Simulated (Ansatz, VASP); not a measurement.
# ZnSe (Stilleite) in two plane-wave programs, part 2 of 2

Wanted: the spread between two codes on one cell, functional and k mesh. The cell is taken from a series of runs on this material, whose earlier steps may have relaxed, scaled, displaced or heated it; both programs get it as it stands.

VASP 6.6.1 and Ansatz 0.2.0.

So far: The structure; VASP: zone-centre phonons, LDA.

### Step 3. Ansatz: zone-centre phonons, LDA

Level of this step: Ansatz beside VASP: Kohn-Sham DFT, plane waves, LDA (Ansatz).

Ansatz runs on its default PAW (the set named soft_2) files.

The same cell, functional (in two slightly different forms) and mesh now go to Ansatz, which takes its cutoff from its data sets.

Input file input.yaml:

```yaml
crystal:
  lattice:
    - [0.0, 2.8195595587, 2.8195595587]
    - [2.8195595587, 0.0, 2.8195595587]
    - [2.8195595587, 2.8195595587, 0.0]
  atoms:
    - { symbol: Zn, position: [0.0, 0.0, 0.0] }
    - { symbol: Se, position: [0.75, 0.75, 0.75] }
kpoints:
  mp_grid: { grid: [9, 9, 9] }
hamiltonian:
  xc: lda
scf:
  occupations: { method: fixed }
output:
  eigenvalues: true
phonons:
  method: dfpt
  qmesh: [3, 3, 3]
  temperatures: { t_max: 1000, t_step: 50 }
  qpath:
    path:
      - [[0.0, 0.0, 0.0], [-0.5, -0.5, 0.0], [-0.375, -0.375, 0.25]]
      - [[-0.375, 0.0, 0.375], [0.0, 0.0, 0.0], [0.0, 0.0, 0.5], [-0.5, -0.25, 0.25], [-0.5, -0.5, 0.0]]
    npoints: 10
```

Run with:

```bash
$ ansatz run input.yaml --threads 8 --pin off --max-ram 16384MiB --backend cpu --events-out ev --progress --plain --runs-dir out
```

Numbers of over 12 decimals in the logs are rounded to 6 here.

The program printed:

```text
Warning: phonons: the dynamical matrix that this run interpolates holds no multipole term above the dipole-dipole one, and a site of this crystal is no centre of inversion, so its interpolated transverse optical and acoustic branches and sound speeds can stay off near Gamma, and the density of states and the thermodynamics with them. What a run solves at a wave vector of phonons.qpoints, Gamma apart, where the deck admits one, is free of this, and under fd what a larger phonons.supercell samples
Engine: ansatz 0.2.0, aarch64-unknown-linux-gnu
Pseudopotentials: kind: paw
Pseudopotential: Zn, paw, valence charge 12, recommended cutoff 420 eV (normal), Zn.paw.azcp
Pseudopotential: Se, paw, valence charge 16, recommended cutoff 420 eV (normal), Se.paw.azcp
Functional definition: SPW92
  exchange = slater_x
  correlation = pw_c
Crystal: 2 atoms, lattice volume = 44.831 Å³
Basis set: ecut = 420 eV, 893 PW (Γ), exchange–correlation on 54×54×54 points (8 copies of the dense FFT grid, shifted against one another)
Bands: 18, of which v1, the nominal top of the filled ones, is band 14 counted from 1 (13 counted from 0)
Symmetry: 24 space group operations
k-points: 35 of 729 (time reversal used)
Non-local potential: Zn, projectors of the file, l = 0: 2, l = 1: 2, l = 2: 3, l = 3: 1
Non-local potential: Se, projectors of the file, l = 0: 2, l = 1: 2, l = 2: 3, l = 3: 1
PAW form: soft (Blöchl's): semilocal exchange-correlation on the pseudo side does not see the compensation charge
PAW frozen core: Zn, regenerated for the run's functional, and the local potential with it (the file was generated under x = pbe(κ = 0.804, μ = 0.219515), c = pbe(β = 0.066725))
PAW frozen core: Se, regenerated for the run's functional, and the local potential with it (the file was generated under x = pbe(κ = 0.804, μ = 0.219515), c = pbe(β = 0.066725))
PAW one-centre angular grid: Zn, 590 points (default); XC on 64 Gauss nodes
PAW one-centre angular grid: Se, 590 points (default); XC on 64 Gauss nodes
Initial density: superposition of atomic densities (neutral atoms: chi_scale 0, normalization atom), corrected by the library's trained network
Initial wavefunctions: pseudopotential atomic-orbital guess
Functional: x = slater, c = lda
SCF iter   1: F=—  HF=-8630.839641 eV  |F-HF|=—  |Δ(HF+E_count)|=         —  Δρ=5.39e-3  dr2=7.76e-3  ethr=1.77e-3  ⟨swp⟩=4.9  Hψ=2896  notcnv=0  defer=60
preconditioner: auto → none  [insulator: Δε(μ)=1.056 eV  Ē_g=11.925 eV  n_scr=14 (ndim 8)  ℏωp=23.5 eV  f_vac=0.116  ε∞_Penn≈4.9]
SCF iter   2: F=—  HF=-8630.837276 eV  |F-HF|=—  |Δ(HF+E_count)|=   2.36e-3  Δρ=2.04e-3  dr2=8.89e-4  ethr=2.77e-5  ⟨swp⟩=2.0  Hψ=1264  notcnv=0  defer=66
SCF iter   3: F=—  HF=-8630.837171 eV  |F-HF|=—  |Δ(HF+E_count)|=   1.05e-4  Δρ=1.39e-3  dr2=3.74e-4  ethr=3.17e-6  ⟨swp⟩=2.0  Hψ=984  notcnv=0  defer=66
SCF iter   4: F=—  HF=-8630.837084 eV  |F-HF|=—  |Δ(HF+E_count)|=   8.75e-5  Δρ=2.78e-4  dr2=3.29e-5  ethr=1.34e-6  ⟨swp⟩=2.0  Hψ=984  notcnv=0  defer=65
SCF iter   5: F=—  HF=-8630.837068 eV  |F-HF|=—  |Δ(HF+E_count)|=   1.52e-5  Δρ=1.87e-5  dr2=1.80e-7  ethr=1.17e-7  ⟨swp⟩=2.0  Hψ=910  notcnv=0
SCF iter   6: F=—  HF=-8630.837068 eV  |F-HF|=—  |Δ(HF+E_count)|=   1.19e-8  Δρ=5.88e-6  dr2=1.07e-8  ethr=6.43e-10  ⟨swp⟩=2.0  Hψ=1120  notcnv=0
SCF iter   7: F=—  HF=-8630.837068 eV  |F-HF|=—  |Δ(HF+E_count)|=   1.63e-8  Δρ=2.34e-6  dr2=1.02e-9  ethr=3.81e-11  ⟨swp⟩=2.0  Hψ=1120  notcnv=0
SCF iter   8: F=—  HF=-8630.837068 eV  |F-HF|=—  |Δ(HF+E_count)|=  4.26e-10  Δρ=2.79e-7  dr2=3.08e-11  ethr=3.64e-12  ⟨swp⟩=2.1  Hψ=1129  notcnv=0
SCF iter   9: F=-8630.837068 eV  HF=-8630.837068 eV  |F-HF|=5.46e-12  |Δ(HF+E_count)|=  9.64e-11  Δρ=5.98e-8  dr2=1.03e-12  ethr=1.00e-12  ⟨swp⟩=6.8  Hψ=3298  notcnv=0
SCF 1 converged in 9 iterations: F = -8630.837068 eV  dr2 = 1.03e-12
  greatest PAW one-centre occupation: 1.000 electrons in one spin orbital (limit 2), on the Se atom at site 1 (counted from 0), in its partial waves of l = 2
k-points: 125 of 729 (irreducible under 4 space group operations, time reversal used)
Initial density: read from a saved state, or passed on in memory by an earlier SCF of this step, an earlier step, the calling program or the single point that the run made first
iter 1 solved again at ethr=2.50e-8 eV; its pass at ethr=3.10e-3 eV (dr2=7.00e-6 eV) is discarded
SCF iter   1: F=—  HF=-8630.837069 eV  |F-HF|=—  |Δ(HF+E_count)|=         —  Δρ=3.73e-7  dr2=3.98e-11  ethr=2.50e-8  ⟨swp⟩=3.2  Hψ=16274  notcnv=0  defer=233
eigensolver tolerance schedule: the retry pair's looser diagonalisation over-reported the residual by 175938.57 of it (diagonalisation noise at an unbounded share of the residual, at the tolerance the schedule requests for it); recorded, not acted on — ethr = c·dr2/N_el stays at c = 1.0e-1
preconditioner: auto → none  [insulator: Δε(μ)=1.093 eV  Ē_g=11.940 eV  n_scr=14 (ndim 8)  ℏωp=23.5 eV  f_vac=0.105  ε∞_Penn≈4.9]
SCF iter   2: F=—  HF=-8630.837068 eV  |F-HF|=—  |Δ(HF+E_count)|=   2.67e-7  Δρ=2.42e-7  dr2=4.20e-11  ethr=1.00e-12  ⟨swp⟩=3.7  Hψ=10430  notcnv=0
SCF iter   3: F=-8630.837068 eV  HF=-8630.837068 eV  |F-HF|=1.82e-11  |Δ(HF+E_count)|=  3.82e-11  Δρ=1.18e-7  dr2=5.00e-12  ethr=1.00e-12  ⟨swp⟩=2.0  Hψ=5666  notcnv=0
[...]
SCF iter   4: F=-8630.835669 eV  HF=-8630.835669 eV  |F-HF|=3.81e-8  |Δ(HF+E_count)|=   2.91e-7  Δρ=1.26e-5  dr2=4.04e-8  ethr=1.26e-9
SCF 1 converged in 4 iterations: F = -8630.835669 eV  dr2 = 4.04e-8
DFPT response loops at Γ: mixed as the last ones told, above
NSCF: frozen V_eff on 35 k-points
NSCF: frozen V_eff on 75 k-points
DFPT response loops at q = (0, 0, 0) (fractional): mixed as the last ones told, above
NSCF: frozen V_eff on 810 k-points
DFPT response loops at q = (0, 0, 0.333333) (fractional): preconditioner auto → Resta (q_TF=auto, 2.522 Å⁻¹)  ε∞=7.4 (no band partly filled); β = 1.00, the filter's whole step (`scf.mixing.beta` (0.50) is not read by the response loops at its default; to damp them type it under 1.00, their step now; it binds the ground state too); Broyden in place of MSR1
NSCF: frozen V_eff on 450 k-points
DFPT response loops at q = (0, 0.333333, 0.333333) (fractional): mixed as the last ones told, above
NSCF: frozen V_eff on 810 k-points
DFPT response loops at q = (0, 0.333333, -0.333333) (fractional): mixed as the last ones told, above
SCF converged after 9 iterations
Free energy (F): -8630.837068 eV
Harris-Foulkes:  -8630.837068 eV  (|F-HF|=5.46e-12)
Internal energy: -8630.837068 eV  (E = F + TS)
E sigma→0 (E₀):  -8630.837068 eV
Fermi energy:    6.661823 eV
--- Per-component energies (eV) ---
  E_band       = -389.521310
  E_kinetic    = 251.149561
  E_local      = -4380.952507  (includes V_loc(G=0)·N_el)
  E_nonlocal   = 27.674458
  E_hartree    = 2024.736544
  E_xc         = -239.163823
  E_vxc        = -152.104070  (∫ρ·V_xc dr)
  E_paw        = -3583.369633  (= ΣΔE_a)
  E_vpaw       = -184.760817  (= ΣTr[D̂ρ^β])
  E_aug_tail   = -0.000959  (compensation charges beyond the density's cutoff)
  E_ewald      = -2734.685214
  E_core_change = 3.774504  (= ΣΔE_core)
  E_smearing   = -0.000000  (= −TS)
  E_closure    = 0.000000  (closes the sum)
  Σ components = -8630.837068   (vs F -8630.837068, Δ=0.00e0)
--- Band table (eV; the first three rows and the last of 35) ---
  k-point 0: bands = [... 10 lower, 0.3226, 6.6618, 6.6618, 6.6618, 7.7545, 12.3747, 12.3747, 12.3747]
  k-point 1: bands = [... 10 lower, 0.3213, 5.4696, 6.5346, 6.5346, 8.6781, 12.2856, 12.5860, 12.5860]
  k-point 2: bands = [... 10 lower, 0.3214, 3.8841, 6.2458, 6.2458, 9.2421, 12.8206, 12.9598, 12.9598]
  k-point 34: bands = [... 10 lower, 0.6043, 1.8657, 3.6729, 4.2139, 11.8029, 12.0356, 13.3265, 14.9707]
--- Phonons (Γ-DFPT): 2 representative perturbations + reference (Σ response iterations 6) ---
  ASR residual: 3.405e-5 → 0.000e0 eV/Å²; symmetrization residual: 8.716e-7 eV/Å²
  ASR residual per site (eV/Å²): 3.40e-5 1.17e-5
  Γ frequencies (cm⁻¹): 0.00 0.00 0.00 203.93 203.93 203.93
  Unit cell's response to a homogeneous field: 3 representative field directions (Σ response iterations 15)
  ε∞ (high-frequency dielectric tensor):
        7.650119    -0.000000     0.000000
       -0.000000     7.650119     0.000000
        0.000000     0.000000     7.650119
  ε⁰ (static dielectric tensor): not given — the deck does not say what the cell's rigid motions are, and on a molecule in a box or a wire the rigid rotations would enter the sum over the modes at Γ. For a crystal or a slab, whose only rigid motions are the translations, set phonons.rigid_motions: translations.
  Born effective charges Z* (e; rows j = field, columns β = displacement):
    site 0:
         2.03394   -0.00000   -0.00000
         0.00000    2.03394    0.00000
        -0.00000    0.00000    2.03394
    site 1:
        -2.03394    0.00000    0.00000
        -0.00000   -2.03394   -0.00000
         0.00000   -0.00000   -2.03394
  Z* charge neutrality: 4.030e-4 e pre-enforcement
  solved inside a basis spanned on the 9×9×9 k-mesh, on 12×12×12 k-points transformed towards the longest dipole: ε∞ is read to err by 2.1e-2, Z* by 1.7e-2 e; Z* is corrected for what the basis lacks
  optical modes at Γ without the LO–TO term, one row a degenerate level:
      ω (cm⁻¹)  modes    IR ((D/Å)²/amu)
        203.93      3             8.0051
  optical modes at Γ + LO–TO along q̂ = [1.0000, 0.0000, 0.0000]:
      ω (cm⁻¹)  modes    IR ((D/Å)²/amu)
        203.93      2             5.3367
        241.21      1             2.6684
  optical modes at Γ + LO–TO along q̂ = [0.0000, 1.0000, 0.0000]:
      ω (cm⁻¹)  modes    IR ((D/Å)²/amu)
        203.93      2             5.3367
        241.21      1             2.6684
  optical modes at Γ + LO–TO along q̂ = [0.0000, 0.0000, 1.0000]:
      ω (cm⁻¹)  modes    IR ((D/Å)²/amu)
        203.93      2             5.3367
        241.21      1             2.6684
--- Phonons (arbitrary-q DFPT): 4 irreducible q on the 3×3×3 mesh ---
  q = [0.0000, 0.0000, 0.0000] (star 1, of the zone-centre solve; hermiticity 3.19e-7, symmetrization 1.66e-12): -0.00 0.00 0.00 203.93 203.93 203.93
  q = [0.0000, 0.0000, 0.3333] (star 8, 2 solved perturbations on 405 of 729 k-point pairs; hermiticity 4.13e-7, symmetrization 7.45e-13): 52.18 52.18 139.40 203.77 203.77 221.65
  q = [0.0000, 0.3333, 0.3333] (star 6, 4 solved perturbations in 720 linear systems a pass and spin channel, the states on 225 of 729 k-point pairs; hermiticity 5.54e-7, symmetrization 2.74e-13): 69.64 69.64 143.78 204.31 204.31 223.20
  q = [0.0000, 0.3333, -0.3333] (star 12, 4 solved perturbations in 1260 linear systems a pass and spin channel, the states on 405 of 729 k-point pairs; hermiticity 3.17e-7, symmetrization 1.99e-12): 71.22 96.90 164.70 189.11 203.79 219.57
  sum rule: each row above includes the acoustic sum rule's correction from the zone centre's row sums; it moved no ω² by more than (0.38 cm⁻¹)²
  mesh force constants: q→R imaginary residual 0.00e0; ASR residual 3.405e-5 → 0.000e0 eV/Å²; symmetrization residual 3.553e-15 eV/Å²
  interpolated dispersion: 63 rows × 6 modes
  density of states and harmonic sums: on the 21×21×21 q-mesh, interpolated from the force constants of a 3×3×3 supercell (with the dipole–dipole term)
  largest difference from the sums on the solved wave vectors: F 2.73e-2 eV, S 3.68e-5 and C_V 9.54e-6 eV/K
  zero-point energy: 0.056411 eV/cell   skipped modes (ω ≤ 0): 3   left out of the sums: 5.40e-5 of the cell's modes: C_V's classical limit lies that fraction below 3 k_B per atom; for a crystal, a wire or a layer, F and S can be off by more, and a phonons.interpolated_qmesh denser along its periods is the remedy for the sampling
```

### Step 4. Differences

Known differences besides the potentials themselves: the two LDA forms differ slightly; fixed occupations in Ansatz, narrow Gaussian smearing in VASP; VASP's run holds the zone centre alone; VASP's response is taken on the typed mesh, Ansatz refines its own for the field response alone; the data sets hold 28 valence electrons in Ansatz (on its default PAW (the set named soft_2) files) and 18 in VASP; the cutoff is 420 eV in Ansatz and 500 eV in VASP; VASP's log shows a relativistic correction to its local exchange, Ansatz's none. Total energies have different zeros and are not compared.

Compared:

| quantity | Ansatz | VASP | difference |
| --- | --- | --- | --- |
| ε∞ xx | 7.65 | 8.09 | -5.48 % |
| ε∞ yy | 7.65 | 8.09 | -5.48 % |
| ε∞ zz | 7.65 | 8.09 | -5.48 % |
| Born charge of Zn1 (mean of the diagonal) (e) | 2.03 | 2.05 | -0.02 |
| Born charge of Se2 (mean of the diagonal) (e) | -2.03 | -2.05 | +0.02 |
| optical mode 1 to 3 (cm⁻¹) | 203.9 | 206.0 | -1.00 % |

Modes are paired by rising frequency, not by their patterns, so a pair may set unlike modes beside each other; they are those without the splitting of longitudinal modes.

### Step 5. Results

```yaml
difference_in_eps_infinity_xx_zone_centre_phonons_lda: -5.5 %
```

The difference in ε∞ xx is -5.5 % (zone-centre phonons, LDA), beyond the 5 % picked in this series as the mark of a large difference. The data sets hold unlike numbers of valence electrons (28 in Ansatz and 18 in VASP), so part of the differences comes from the potentials. What causes the difference of the zone-centre phonons, LDA pair stays open here. How closely two codes agree says nothing of how well the functional describes the real material.

[Lines on the potential files, build, host, timing and source positions are cut from VASP's logs without a mark.]

[Logs are printed without paths, hosts, clocks, repeated set-up lines and the standing remarks that a program may print on its own settings, such as how far it seeks lower states.]

[Hosts, paths, dates, database ids (printed as entryN), source tags and the programs' standing remarks are cut or masked in the printed files.]
